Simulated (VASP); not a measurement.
# Gd (Gadolinium): structure and properties in VASP, part 10 of 11

What structure does Gd (Gadolinium) take at this level, and what are its properties? The start is a cell from a database of measured crystal structures.

VASP 6.6.1, plane waves and PAW; the level of theory is named at each step.

Still holding for the runs below: The magnetic order is the lowest of the few collinear ones that converged above; longer or canted patterns were not tried. The k-mesh is coarse for a metal.

So far, moment of the cell, from the last line of the log (μB): step 2 (magnetic order: ferromagnetic) 15.7; step 8 (relaxing cell and atoms (PBEsol + U)) 15.6. The relaxed cell has a = 3.581, c = 5.696 Å (conventional setting).

## Step 12: Total and projected DOS (PBEsol + U)

Level of this step: PBEsol, DFT+U (Gd f 5 eV), spin-polarised from a ferromagnetic start; plane waves and PAW (Gd) (VASP).

A density of states needs more k-points than a total energy; ISMEAR = -5 takes tetrahedra, and LORBIT projects the states on the PAW spheres. The mesh is finer than in the run before.

INCAR reads:

```
SYSTEM = Gd
PREC = Accurate
ENCUT = 450
EDIFF = 1E-06
NELM = 150
ISMEAR = -5
SIGMA = 0.2
LREAL = .FALSE.
ALGO = Normal
GGA = PS
NBANDS = 40
ISPIN = 2
MAGMOM = 7.13 7.13
LDAU = .TRUE.
LDAUTYPE = 2
LDAUL = 3
LDAUU = 5
LDAUJ = 0
LDAUPRINT = 1
LASPH = .TRUE.
LMAXMIX = 6
AMIX = 0.2
BMIX = 1E-04
AMIX_MAG = 0.8
BMIX_MAG = 1E-04
LORBIT = 11
LWAVE = .FALSE.
LCHARG = .FALSE.
KPAR = 4
NEDOS = 2001
```

POSCAR reads:

```
Gd
1.0
    3.5811254439      0.0000000000      0.0000000000
   -1.7905627220      3.1013456086      0.0000000000
    0.0000000000      0.0000000000      5.6956788021
Gd
2
Direct
    0.3333333333      0.6666666667      0.2500000000
    0.6666666667      0.3333333333      0.7500000000
```

KPOINTS reads:

```
Automatic mesh
0
Gamma
11 11 6
0 0 0
```

Potentials, in the order of the species: Gd (PBE family, release 64).

Command:

```console
$ mpirun -np 4 vasp_std
```

Output:

```text
[... set-up lines as in an earlier step ...]
 entering main loop
       N       E                     dE             d eps       ncg     rms          rms(c)
DAV:   1     0.256403900425E+03    0.25640E+03   -0.10028E+04 15952   0.399E+03
DAV:   2     0.373580453858E+02   -0.21905E+03   -0.18530E+03 15848   0.466E+02
DAV:   3    -0.365085748930E+01   -0.41009E+02   -0.39305E+02 15168   0.130E+02
DAV:   4    -0.121476632472E+02   -0.84968E+01   -0.83849E+01 19488   0.485E+01
DAV:   5    -0.135599693060E+02   -0.14123E+01   -0.14072E+01 19560   0.166E+01    0.556E+01
DAV:   6    -0.227057577077E+02   -0.91458E+01   -0.69546E+00 16344   0.761E+01    0.378E+01
DAV:   7    -0.234931319852E+02   -0.78737E+00   -0.18273E+00 18536   0.154E+01    0.455E+01
DAV:   8    -0.235085017107E+02   -0.15370E-01   -0.19929E-01 15584   0.198E+00    0.552E+01
DAV:   9    -0.235227172958E+02   -0.14216E-01   -0.35666E-02 17824   0.149E+00    0.320E+01
DAV:  10    -0.235323988180E+02   -0.96815E-02   -0.83253E-02 17184   0.174E+00    0.450E+00
DAV:  11    -0.235352723094E+02   -0.28735E-02   -0.16634E-02 17872   0.151E+00    0.466E+00
DAV:  12    -0.235350649621E+02    0.20735E-03   -0.24505E-03 19656   0.434E-01    0.475E+00
DAV:  13    -0.235347627176E+02    0.30224E-03   -0.17649E-03 18736   0.180E-01    0.363E-01
DAV:  14    -0.235347747957E+02   -0.12078E-04   -0.24799E-04 18088   0.105E-01    0.514E-02
DAV:  15    -0.235347685302E+02    0.62655E-05   -0.15111E-05 18744   0.276E-02    0.269E-02
DAV:  16    -0.235347602450E+02    0.82851E-05   -0.16575E-06 11800   0.108E-02    0.155E-02
DAV:  17    -0.235347601177E+02    0.12739E-06   -0.79885E-07 10728   0.686E-03
   1 F= -.23534760E+02 E0= -.23534760E+02  d E =0.000000E+00  mag=    15.5191
 -----------------------------------------------------------------------------
|                                                                             |
|           W    W    AA    RRRRR   N    N  II  N    N   GGGG   !!!           |
|           W    W   A  A   R    R  NN   N  II  NN   N  G    G  !!!           |
|           W    W  A    A  R    R  N N  N  II  N N  N  G       !!!           |
|           W WW W  AAAAAA  RRRRR   N  N N  II  N  N N  G  GGG   !            |
|           WW  WW  A    A  R   R   N   NN  II  N   NN  G    G                |
|           W    W  A    A  R    R  N    N  II  N    N   GGGG   !!!           |
|                                                                             |
|     Tetrahedron method does not include variations of the Fermi             |
|     occupations, so forces and stress will be inaccurate. We suggest        |
|     using a different smearing scheme ISMEAR = 1 or 2 for metals in         |
|     relaxations.                                                            |
|                                                                             |
 -----------------------------------------------------------------------------
```

It took 95 s on 4 MPI ranks of Intel Xeon Platinum 8259CL at 2.50GHz (Skylake/Cascade Lake), shared host; peak memory 1.4 GiB; 6.3 min of CPU time.

OUTCAR, selected parts (step 12):

```text
   k-points           NKPTS =     64   k-points in BZ     NKDIM =     64   number of bands    NBANDS=     40

   NELECT =      36.0000    total number of electrons

atom =   1  type =  1  l = 3

 onsite density matrix

spin component  1

  0.9902 -0.0000  0.0000 -0.0000  0.0000  0.0000 -0.0000
 -0.0000  0.9894 -0.0000  0.0000  0.0000 -0.0000 -0.0000
  0.0000 -0.0000  0.9890  0.0000 -0.0000 -0.0000 -0.0000
 -0.0000  0.0000  0.0000  0.9901  0.0000  0.0000 -0.0000
  0.0000  0.0000 -0.0000  0.0000  0.9890 -0.0000  0.0000
  0.0000 -0.0000 -0.0000  0.0000 -0.0000  0.9894 -0.0000
 -0.0000 -0.0000 -0.0000 -0.0000  0.0000 -0.0000  0.9889

spin component  2

  0.0010  0.0000  0.0000  0.0000  0.0000 -0.0000 -0.0000
  0.0000  0.0014  0.0000  0.0000 -0.0000  0.0000  0.0000
  0.0000  0.0000  0.0008 -0.0000 -0.0000 -0.0000 -0.0000
  0.0000  0.0000 -0.0000  0.0007  0.0000  0.0000  0.0000
  0.0000 -0.0000 -0.0000  0.0000  0.0008  0.0000  0.0000
 -0.0000  0.0000 -0.0000  0.0000  0.0000  0.0014  0.0000
 -0.0000  0.0000 -0.0000  0.0000  0.0000  0.0000  0.0006

 occupancies and eigenvectors

  o =  0.0006  v =  0.0000  0.0000  0.0000  0.0000  0.0000  0.0000  0.0000 -0.0000  0.0000 -0.0000  0.0000  0.0000  0.0000 -1.0000      0.0000  0.0000  0.0000  0.0000  0.0000  0.0000  0.0000  0.0000  0.0000  0.0000  0.0000  0.0000  0.0000  0.0000
  o =  0.0007  v =  0.0000  0.0000  0.0000  0.0000  0.0000  0.0000  0.0000 -0.0000 -0.0000  0.0000  1.0000 -0.0000 -0.0000  0.0000      0.0000  0.0000  0.0000  0.0000  0.0000  0.0000  0.0000  0.0000  0.0000  0.0000  0.0000  0.0000  0.0000  0.0000
  o =  0.0008  v =  0.0000  0.0000  0.0000  0.0000  0.0000  0.0000  0.0000  0.0000 -0.0000 -0.3921 -0.0000 -0.9199  0.0000 -0.0000      0.0000  0.0000  0.0000  0.0000  0.0000  0.0000  0.0000  0.0000  0.0000  0.0000  0.0000  0.0000  0.0000  0.0000
  o =  0.0008  v =  0.0000  0.0000  0.0000  0.0000  0.0000  0.0000  0.0000  0.0000  0.0000 -0.9199  0.0000  0.3921 -0.0000  0.0000      0.0000  0.0000  0.0000  0.0000  0.0000  0.0000  0.0000  0.0000  0.0000  0.0000  0.0000  0.0000  0.0000  0.0000
  o =  0.0010  v =  0.0000  0.0000  0.0000  0.0000  0.0000  0.0000  0.0000  1.0000 -0.0000  0.0000  0.0000  0.0000  0.0000 -0.0000      0.0000  0.0000  0.0000  0.0000  0.0000  0.0000  0.0000  0.0000  0.0000  0.0000  0.0000  0.0000  0.0000  0.0000
  o =  0.0014  v =  0.0000  0.0000  0.0000  0.0000  0.0000  0.0000  0.0000  0.0000  0.0711  0.0000 -0.0000 -0.0000 -0.9975 -0.0000      0.0000  0.0000  0.0000  0.0000  0.0000  0.0000  0.0000  0.0000  0.0000  0.0000  0.0000  0.0000  0.0000  0.0000
  o =  0.0014  v =  0.0000  0.0000  0.0000  0.0000  0.0000  0.0000  0.0000 -0.0000 -0.9975  0.0000 -0.0000  0.0000 -0.0711 -0.0000      0.0000  0.0000  0.0000  0.0000  0.0000  0.0000  0.0000  0.0000  0.0000  0.0000  0.0000  0.0000  0.0000  0.0000
  o =  0.9889  v = -0.0000 -0.0000 -0.0000 -0.0000  0.0000 -0.0000 -1.0000  0.0000  0.0000  0.0000  0.0000  0.0000  0.0000  0.0000      0.0000  0.0000  0.0000  0.0000  0.0000  0.0000  0.0000  0.0000  0.0000  0.0000  0.0000  0.0000  0.0000  0.0000
  o =  0.9890  v =  0.0000  0.0000 -0.4131  0.0000 -0.9107  0.0000 -0.0000  0.0000  0.0000  0.0000  0.0000  0.0000  0.0000  0.0000      0.0000  0.0000  0.0000  0.0000  0.0000  0.0000  0.0000  0.0000  0.0000  0.0000  0.0000  0.0000  0.0000  0.0000
  o =  0.9890  v = -0.0000 -0.0000  0.9107  0.0000 -0.4131  0.0000 -0.0000  0.0000  0.0000  0.0000  0.0000  0.0000  0.0000  0.0000      0.0000  0.0000  0.0000  0.0000  0.0000  0.0000  0.0000  0.0000  0.0000  0.0000  0.0000  0.0000  0.0000  0.0000
  o =  0.9894  v = -0.0000 -1.0000 -0.0000  0.0000 -0.0000  0.0092  0.0000  0.0000  0.0000  0.0000  0.0000  0.0000  0.0000  0.0000      0.0000  0.0000  0.0000  0.0000  0.0000  0.0000  0.0000  0.0000  0.0000  0.0000  0.0000  0.0000  0.0000  0.0000
[...]
o =  0.0008  v =  0.0000  0.0000  0.0000  0.0000  0.0000  0.0000  0.0000  0.0000  0.0000 -0.4131 -0.0000 -0.9107  0.0000 -0.0000      0.0000  0.0000  0.0000  0.0000  0.0000  0.0000  0.0000  0.0000  0.0000  0.0000  0.0000  0.0000  0.0000  0.0000
  o =  0.0008  v =  0.0000  0.0000  0.0000  0.0000  0.0000  0.0000  0.0000  0.0000  0.0000 -0.9107  0.0000  0.4131 -0.0000  0.0000      0.0000  0.0000  0.0000  0.0000  0.0000  0.0000  0.0000  0.0000  0.0000  0.0000  0.0000  0.0000  0.0000  0.0000
  o =  0.0010  v =  0.0000  0.0000  0.0000  0.0000  0.0000  0.0000  0.0000  1.0000 -0.0000  0.0000 -0.0000  0.0000  0.0000 -0.0000      0.0000  0.0000  0.0000  0.0000  0.0000  0.0000  0.0000  0.0000  0.0000  0.0000  0.0000  0.0000  0.0000  0.0000
  o =  0.0014  v =  0.0000  0.0000  0.0000  0.0000  0.0000  0.0000  0.0000  0.0000  0.3832  0.0000 -0.0000  0.0000 -0.9237 -0.0000      0.0000  0.0000  0.0000  0.0000  0.0000  0.0000  0.0000  0.0000  0.0000  0.0000  0.0000  0.0000  0.0000  0.0000
  o =  0.0014  v =  0.0000  0.0000  0.0000  0.0000  0.0000  0.0000  0.0000 -0.0000 -0.9237 -0.0000 -0.0000 -0.0000 -0.3832  0.0000      0.0000  0.0000  0.0000  0.0000  0.0000  0.0000  0.0000  0.0000  0.0000  0.0000  0.0000  0.0000  0.0000  0.0000
  o =  0.9889  v =  0.0000  0.0000  0.0000  0.0000 -0.0000  0.0000  1.0000  0.0000  0.0000  0.0000  0.0000  0.0000  0.0000  0.0000      0.0000  0.0000  0.0000  0.0000  0.0000  0.0000  0.0000  0.0000  0.0000  0.0000  0.0000  0.0000  0.0000  0.0000
  o =  0.9890  v = -0.0000 -0.0000  0.4131  0.0000  0.9107 -0.0000  0.0000  0.0000  0.0000  0.0000  0.0000  0.0000  0.0000  0.0000      0.0000  0.0000  0.0000  0.0000  0.0000  0.0000  0.0000  0.0000  0.0000  0.0000  0.0000  0.0000  0.0000  0.0000
  o =  0.9890  v = -0.0000 -0.0000  0.9107 -0.0000 -0.4131  0.0000 -0.0000  0.0000  0.0000  0.0000  0.0000  0.0000  0.0000  0.0000      0.0000  0.0000  0.0000  0.0000  0.0000  0.0000  0.0000  0.0000  0.0000  0.0000  0.0000  0.0000  0.0000  0.0000
  o =  0.9894  v =  0.0000 -0.0940 -0.0000 -0.0000 -0.0000  0.9956  0.0000  0.0000  0.0000  0.0000  0.0000  0.0000  0.0000  0.0000      0.0000  0.0000  0.0000  0.0000  0.0000  0.0000  0.0000  0.0000  0.0000  0.0000  0.0000  0.0000  0.0000  0.0000
  o =  0.9894  v = -0.0000  0.9956  0.0000 -0.0000  0.0000  0.0940 -0.0000  0.0000  0.0000  0.0000  0.0000  0.0000  0.0000  0.0000      0.0000  0.0000  0.0000  0.0000  0.0000  0.0000  0.0000  0.0000  0.0000  0.0000  0.0000  0.0000  0.0000  0.0000
  o =  0.9901  v = -0.0000  0.0000  0.0000  1.0000 -0.0000  0.0000 -0.0000  0.0000  0.0000  0.0000  0.0000  0.0000  0.0000  0.0000      0.0000  0.0000  0.0000  0.0000  0.0000  0.0000  0.0000  0.0000  0.0000  0.0000  0.0000  0.0000  0.0000  0.0000
  o =  0.9902  v =  1.0000  0.0000  0.0000  0.0000  0.0000 -0.0000 -0.0000  0.0000  0.0000  0.0000  0.0000  0.0000  0.0000  0.0000      0.0000  0.0000  0.0000  0.0000  0.0000  0.0000  0.0000  0.0000  0.0000  0.0000  0.0000  0.0000  0.0000  0.0000

 E-fermi :   3.1147

 spin component 1
 k-point     1 :       0.0000    0.0000    0.0000
  band No.  band energies     occupation
    ...
     20      -4.2784      1.00000
     21      -4.2536      1.00000
     22      -4.2484      1.00000
     23      -2.1312      1.00000
     24       0.4385      1.00000
     25       4.2363      0.00000
     26       4.3288      0.00000
     27       4.3288      0.00000
     28       4.5109      0.00000
     29       4.9896      0.00000
    ...

 k-point     2 :       0.0909    0.0000    0.0000
  band No.  band energies     occupation
    ...
     20      -4.2802      1.00000
     21      -4.2600      1.00000
     22      -4.2547      1.00000
     23      -1.9271      1.00000
     24       0.6368      1.00000
     25       3.8787     -0.04137
     26       3.9303      0.00000
     27       4.5297      0.00000
     28       4.7543      0.00000
     29       4.8804      0.00000
    ...

  Total       -0.0377921     -0.0377921      0.0760800      0.0000000     -0.0000000     -0.0000000
  in kB       -0.9571860     -0.9571860      1.9269294      0.0000000     -0.0000000     -0.0000000
  external PRESSURE =       0.0041858 kB  Pullay stress =       0.0000000 kB

  FREE ENERGIE OF THE ION-ELECTRON SYSTEM (eV)
  ---------------------------------------------------
  free  energy   TOTEN  =       -23.5347601177 eV

  energy  without entropy=      -23.5347601177  energy(sigma->0) =      -23.53476012

 magnetization (x)
# of ion       s       p       d       f       tot
--------------------------------------------------
    1        0.005  -0.044   0.240   6.914   7.115
    2        0.005  -0.044   0.240   6.914   7.115
--------------------------------------------------
tot          0.010  -0.088   0.481  13.828  14.231

[... 8 parts as in an earlier step ...]

[... 14 further parts left out ...]
```

With tetrahedra the forces and stress of a metal are not exact derivatives of the energy.

This step gave:

| Item | Value |
| --- | --- |
| SCF cycles | 17 |
| irreducible k-points | 64 |
| free energy (TOTEN) | -23.53 eV |
| pressure | 4.19e-4 GPa |
| moment of the cell, from the last line of the log | 15.52 μB |
| DOS at the Fermi level | 1.499 states/eV/cell |

The density of states has structure finer than the step of the table below, so its rows give means over 0.5 eV, whole bins alone (the curve runs from -12.0 to 2.27 eV). Peaks (eV: height): total up -7.47: 106; total down -0.64: 1.58, 0.65: 2.81, 1.46: 2.90; Gd f up -7.47: 104.

States under -12.0 eV and over 2.3 eV are left out. Table of density of states by energy, zero at the Fermi level; means over each step; values in states/eV/cell:

```
energy (eV)  total up  total down  Gd f up  Gd f down
       -8.0         0           0        0          0
       -7.5      28.1           0     27.7          0
       -7.0         0           0        0          0
       -6.5         0           0        0          0
       -6.0         0           0        0          0
       -5.5         0           0        0          0
       -5.0    0.0403           0        0          0
       -4.5     0.103      1.7e-4        0          0
       -4.0     0.157      0.0432        0          0
       -3.5     0.230       0.100        0          0
       -3.0     0.364       0.152        0          0
       -2.5     0.847       0.224  0.00113          0
       -2.0      1.03       0.362  0.00229     2.6e-4
       -1.5      1.19       0.895  0.00346    0.00213
       -1.0      1.11        1.13  0.00372    0.00656
       -0.5      2.00        1.15  0.00944     0.0118
        0.0     0.777       0.980  0.00470     0.0177
        0.5      1.51        1.96  0.00920     0.0732
        1.0      2.06       0.882   0.0115     0.0622
        1.5      1.81        2.17  0.00872      0.328
        2.0      1.05        2.24  0.00624      0.607
```

The finer mesh and the other smearing move the Fermi level by +0.00 eV from the 7×7×4 run, a small shift, which tests the Fermi level alone.

(Part 10 of 11 ends here.)

[Lines on the potential files, build, host, timing and source positions are cut from VASP's logs without a mark.]

[Logs are printed without paths, hosts, clocks, repeated set-up lines and the standing remarks that a program may print on its own settings, such as how far it seeks lower states.]

[Hosts, paths, dates, database ids (printed as entryN), source tags and the programs' standing remarks are cut or masked in the printed files.]

[A measured line is paired with the nearest computed mode of its activity, which favours agreement.]
